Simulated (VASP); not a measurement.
# Pm3Hf (Pm-3m) in VASP: equation of state, part 2 of 2

VASP 6.6.1. The steps go on from the part before.

## Step 3: Equation of state, PBE, collinear spin, ferromagnetic start, 29.51 Å³/atom (volume scaled by 0.96)

INCAR

```
PREC     = Accurate       # precision mode
ENCUT    = 520            # plane-wave cutoff, eV
EDIFF    = 1E-7           # SCF threshold, eV
ISMEAR   = -1             # smearing method
SIGMA    = 0.05           # smearing width, eV
LREAL    = F              # projectors in reciprocal space
LASPH    = T              # aspherical terms in the spheres
NELM     = 150            # most SCF steps
ALGO     = Normal         # electronic algorithm
ISIF     = 2              # what is computed and relaxed
LWAVE    = F              # write WAVECAR
LCHARG   = F              # write CHGCAR
ISPIN    = 2              # spin polarisation
MAGMOM   = 0 4 4 4        # initial moments
LORBIT   = 11             # projections on sites
LMAXMIX  = 6              # l up to which the mixer works
GGA      = PE             # functional
NBANDS   = 40             # bands
```

KPOINTS

```
Automatic mesh
0
Gamma
  6 6 6
```

POSCAR

```
Pm3Hf
1.0
    4.9054299778      0.0000000000      0.0000000000
    0.0000000000      4.9054299778      0.0000000000
    0.0000000000      0.0000000000      4.9054299778
Hf Pm
1 3
Direct
    0.0000000000      0.0000000000      0.0000000000
    0.5000000000      0.5000000000      0.0000000000
    0.0000000000      0.5000000000      0.5000000000
    0.5000000000      0.0000000000      0.5000000000
```

Potentials or basis: VASP PAW PBE potentials, release 64 (Hf_pv, Pm).

Launch:

```console
> cat potpaw_PBE.64/Hf_pv/POTCAR potpaw_PBE.64/Pm/POTCAR > POTCAR
> mpirun -np 1 vasp_std > vasp.out
```

Run time: 5.4 min. Hardware: 1 thread of Intel Xeon Platinum 8375C at 2.90GHz (Ice Lake), shared host; peak memory 0.34 GiB.

The run converged. Its results:

| Quantity | Value |
| --- | --- |
| Free energy | -32.4968 eV |
| Pressure | 0.8 GPa |
| Band gap on the k mesh | none (metal or under the smearing width) |
| Net moment | 15.89 μB per cell |
| Site moments | Hf +0.35; Pm +4.53 μB |
| Valence electrons inside the program's atomic spheres | Hf 8.06; Pm 12.45 |

Caveat: the magnetic or orbital state may not be the lowest; without U or exact exchange the open f shell lies at the Fermi level, which spoils levels, moments and volumes.

## Step 4: Equation of state, PBE, collinear spin, ferromagnetic start, 30.12 Å³/atom (volume scaled by 0.98)

INCAR

```
SYSTEM = Pm3Hf
  PREC = Accurate
  ENCUT = 520
  EDIFF = 1E-7
  ISMEAR = -1
  SIGMA = 0.05
  LREAL = .FALSE.
  LASPH = .TRUE.
  NELM = 120
  ALGO = Normal
  ISIF = 2
  LWAVE = .FALSE.
  LCHARG = .FALSE.
  ISPIN = 2
  MAGMOM = 0 4 4 4
  LORBIT = 11
  LMAXMIX = 6
  GGA = PE
  NBANDS = 40
```

KPOINTS

```
Automatic mesh
0
G
  6 6 6
  0 0 0
```

POSCAR

```
Pm3Hf
1.0
    4.9392615984      0.0000000000      0.0000000000
    0.0000000000      4.9392615984      0.0000000000
    0.0000000000      0.0000000000      4.9392615984
Hf Pm
1 3
Direct
    0.0000000000      0.0000000000      0.0000000000
    0.5000000000      0.5000000000      0.0000000000
    0.0000000000      0.5000000000      0.5000000000
    0.5000000000      0.0000000000      0.5000000000
```

Potentials or basis: VASP PAW PBE potentials, release 64 (Hf_pv, Pm).

Launch:

```console
> cat potpaw_PBE.64/Hf_pv/POTCAR potpaw_PBE.64/Pm/POTCAR > POTCAR
> mpirun -np 1 vasp_std > vasp.out
```

OUTCAR:

```text
SYSTEM = Pm3Hf
   PREC = Accurate
   ENCUT = 520
   EDIFF = 1E-7
   ISMEAR = -1
   LREAL = .FALSE.
   LASPH = .TRUE.
   NELM = 120
   ISIF = 2
   ISPIN = 2
   LORBIT = 11
   GGA = PE

 Found     20 irreducible k-points:

 Following reciprocal coordinates:
            Coordinates               Weight
  0.000000  0.000000  0.000000      1.000000
  0.166667  0.000000  0.000000      6.000000
  0.333333  0.000000  0.000000      6.000000
  0.500000  0.000000  0.000000      3.000000
  0.166667  0.166667  0.000000     12.000000
  0.333333  0.166667  0.000000     24.000000
   k-points           NKPTS =     20   k-points in BZ     NKDIM =     20   number of bands    NBANDS=     40
   number of dos      NEDOS =    301   number of ions     NIONS =      4
   total plane-waves  NPLWV =  64000
   dimension x,y,z NGX =    40 NGY =   40 NGZ =   40
   dimension x,y,z NGXF=    80 NGYF=   80 NGZF=   80
   ions per type =               1   3
   NGX,Y,Z   is equivalent  to a cutoff of  13.46, 13.46, 13.46 a.u.
   NGXF,Y,Z  is equivalent  to a cutoff of  26.93, 26.93, 26.93 a.u.
 SYSTEM =  Pm3Hf
   PREC   = accura    normal or accurate (medium, high low for compatibility)
   ISTART =      0    job   : 0-new  1-cont  2-samecut
   ICHARG =      2    charge: 1-file 2-atom 10-const
[... 581 lines left out ...]
  -------------------------------------------------------------------------------------
  Total        0.1242218      0.1242218      0.1242218     -0.0000000     -0.0000000      0.0000000
  in kB        1.6516667      1.6516667      1.6516667     -0.0000000     -0.0000000      0.0000000
  external PRESSURE =       1.6516667 kB  Pullay stress =       0.0000000 kB

 VOLUME and BASIS-vectors are now :
 -----------------------------------------------------------------------------
  energy-cutoff  :      520.00
  volume of cell :      120.50
      direct lattice vectors                 reciprocal lattice vectors
     4.939261598  0.000000000  0.000000000     0.202459412  0.000000000  0.000000000
     0.000000000  4.939261598  0.000000000     0.000000000  0.202459412  0.000000000
     0.000000000  0.000000000  4.939261598     0.000000000  0.000000000  0.202459412

 POSITION                                       TOTAL-FORCE (eV/Angst)
 -----------------------------------------------------------------------------------
      0.00000      0.00000      0.00000         0.000000      0.000000      0.000000
      2.46963      2.46963      0.00000         0.000000      0.000000      0.000000
      0.00000      2.46963      2.46963         0.000000      0.000000      0.000000
      2.46963      0.00000      2.46963         0.000000      0.000000      0.000000
 -----------------------------------------------------------------------------------
    total drift:                               -0.000000     -0.000000     -0.000000

  FREE ENERGIE OF THE ION-ELECTRON SYSTEM (eV)
  ---------------------------------------------------
  free  energy   TOTEN  =       -32.5052561726 eV

  energy  without entropy=      -32.4090572872  energy(sigma->0) =      -32.45715673

 total charge

# of ion       s       p       d       f       tot
--------------------------------------------------
    1        0.427   6.197   1.414   0.000   8.038
    2        2.052   5.486   0.563   4.341  12.441
    3        2.052   5.486   0.563   4.341  12.441
    4        2.052   5.486   0.563   4.341  12.441
--------------------------------------------------
tot          6.581  22.656   3.103  13.022  45.362

 magnetization (x)

# of ion       s       p       d       f       tot
--------------------------------------------------
    1       -0.006   0.100   0.275   0.000   0.370
    2       -0.005   0.034   0.191   4.315   4.535
    3       -0.005   0.034   0.191   4.315   4.535
    4       -0.005   0.034   0.191   4.315   4.535
--------------------------------------------------
tot         -0.020   0.203   0.848  12.944  13.975
```

It took 6.7 min on 1 thread of Intel Xeon Platinum 8375C at 2.90GHz (Ice Lake), shared host; peak memory 0.39 GiB.

What came out:

| Property | Result |
| --- | --- |
| Free energy | -32.5053 eV |
| Pressure | 0.2 GPa |
| Band gap on the k mesh | none (metal or under the smearing width) |
| Net moment | 15.98 μB per cell |
| Site moments | Hf +0.37; Pm +4.54 μB |
| Valence electrons inside the program's atomic spheres | Hf 8.04; Pm 12.44 |

Caveat: the magnetic or orbital state may not be the lowest; without U or exact exchange the open f shell lies at the Fermi level, which spoils levels, moments and volumes.

## Step 5: Equation of state, PBE, collinear spin, ferromagnetic start, 31.35 Å³/atom (volume scaled by 1.02)

INCAR

```
SYSTEM = Pm3Hf
ALGO = Normal
EDIFF = 1E-7
ENCUT = 520
GGA = PE
ISIF = 2
ISMEAR = -1
ISPIN = 2
LASPH = .True.
LCHARG = .False.
LMAXMIX = 6
LORBIT = 11
LREAL = .False.
LWAVE = .False.
MAGMOM = 0 4 4 4
NBANDS = 40
NELM = 100
PREC = Accurate
SIGMA = 0.05
```

KPOINTS

```
k-points
0
Gamma
  6 6 6
  0 0 0
```

POSCAR

```
Pm3Hf
1.0
    5.0055683240      0.0000000000      0.0000000000
    0.0000000000      5.0055683240      0.0000000000
    0.0000000000      0.0000000000      5.0055683240
Hf Pm
1 3
Direct
    0.0000000000      0.0000000000      0.0000000000
    0.5000000000      0.5000000000      0.0000000000
    0.0000000000      0.5000000000      0.5000000000
    0.5000000000      0.0000000000      0.5000000000
```

Launch:

```console
> cat potpaw_PBE.64/Hf_pv/POTCAR potpaw_PBE.64/Pm/POTCAR > POTCAR
> mpirun -np 1 vasp_std > vasp.out
```

Wall time 14 min (1 thread of Intel Xeon Platinum 8375C at 2.90GHz (Ice Lake), shared host); peak memory 0.41 GiB.

The run converged. Its results:

| Item | Value |
| --- | --- |
| Free energy | -32.3600 eV |
| Pressure | -1.3 GPa |
| Band gap on the k mesh | none (metal or under the smearing width) |
| Net moment | 16.15 μB per cell |
| Site moments | Hf +0.40; Pm +4.55 μB |
| Valence electrons inside the program's atomic spheres | Hf 8.00; Pm 12.42 |

Caveat: the magnetic or orbital state may not be the lowest; without U or exact exchange the open f shell lies at the Fermi level, which spoils levels, moments and volumes.

## Step 6: Equation of state, PBE, collinear spin, ferromagnetic start

Potentials or basis: VASP PAW PBE potentials, release 64 (Hf_pv, Pm).

This step only gathers the single runs of the series.

Results:

| Property | Result |
| --- | --- |
| Equilibrium volume | 29.48 Å³/atom (rough: see the caveat) |
| Bulk modulus | 215 GPa (rough) |

Energy against volume, from the lowest point:
```
volume (Å³/atom)  energy (meV/atom)
          28.895               6.81
          29.510               2.11
          30.125               0.00
          30.740              25.55
          31.355              36.33
```

Caveat: the fit is doubtful: noisy points or a state that changes with volume; the magnetic or orbital state may not be the lowest; without U or exact exchange the open f shell lies at the Fermi level, which spoils levels, moments and volumes. The run has no spin-orbit coupling, so splittings on Hf, Pm are missing.
